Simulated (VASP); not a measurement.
Data:

```
FeO
1.0
    4.41660     2.20830     2.20830
    2.20830     4.41660     2.20830
    2.20830     2.20830     4.41660
Fe O
2 2
Direct
  0.00000   0.00000   0.00000
  0.50000   0.50000   0.50000
  0.25000   0.25000   0.25000
  0.75000   0.75000   0.75000
```
Starting moments (μB, in the order of the record's atoms Fe Fe O O): 4.0 -4.0 0.0 0.0.

Level of theory: PBE GGA + U (Dudarev), VASP's PBE PAW potentials (set 64) (plane waves; VASP). Run with 520 eV cut-off, 8×8×8 Γ-centred mesh, Gaussian smearing of 0.050 eV, potentials Fe O, U − J: Fe 1.00 eV.

Q: Give the stress tensor in GPa (positive for a compressed cell).

A: 
```
-10.88    2.10    2.10
  2.10  -10.88    2.10
  2.10    2.10  -10.88
```
The pressure is its mean diagonal, -10.88 GPa.

The compound is FeO in the rock salt, AFM-II order structure. The cell was not relaxed at this level. The run is one of a series of settings (LDAU = .TRUE., LDAUJ = 0 0, LDAUL = 2 -1, LDAUTYPE = 2, LDAUU = 1.0 0 against the base run), some of them coarse on purpose. A gapless solution with U can be a metastable orbital state.
